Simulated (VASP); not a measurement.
Mo$_{3}$Si (A15) is relaxed at rising pressure, each step from the one before. Symmetry mostly holds the structure type, and other phases were not tried. The mesh follows the cell, and a change of mesh leaves a small step in the series.

Given:

Space group Pm-3n (No. 223); a = b = c = 4.8389 Å, α = β = γ = 90.00°

```
atom  site  symmetry       x       y       z
----  ----  --------  ------  ------  ------
Si      2a      m-3.  0.0000  0.0000  0.0000
Mo      6c     -4m.2  0.0000  0.5000  0.2500
```

Method: LDA (Ceperley-Alder, Perdew-Zunger), VASP's LDA PAW potentials (set 64) (plane waves; VASP). Settings: 500 eV cut-off, 7×7×7 Γ-centred mesh, first-order Methfessel-Paxton smearing of 0.10 eV, potentials Si Mo_sv.

```csv
P (GPa),V (Å³/atom),H − H(0) (eV/atom),space group,gap on the mesh (eV),k-mesh
0,14.16,0.000,Pm-3n,0.00,7×7×7
5,(withheld),(withheld),Pm-3n,0.00,7×7×7
10,13.71,0.869,Pm-3n,0.00,7×7×7
20,13.31,1.712,Pm-3n,0.00,7×7×7
30,(withheld),(withheld),Pm-3n,0.00,7×7×7
45,12.53,3.725,Pm-3n,0.00,7×7×7
```

Question: Some entries are withheld; supply them.

Answer: 
- 5, V (Å³/atom): 13.93
- 5, H − H(0) (eV/atom): 0.438
- 30, V (Å³/atom): 12.97
- 30, H − H(0) (eV/atom): 2.532

Pressures at which the relaxation failed are left out.

The compound is Mo3Si in the A15 structure.
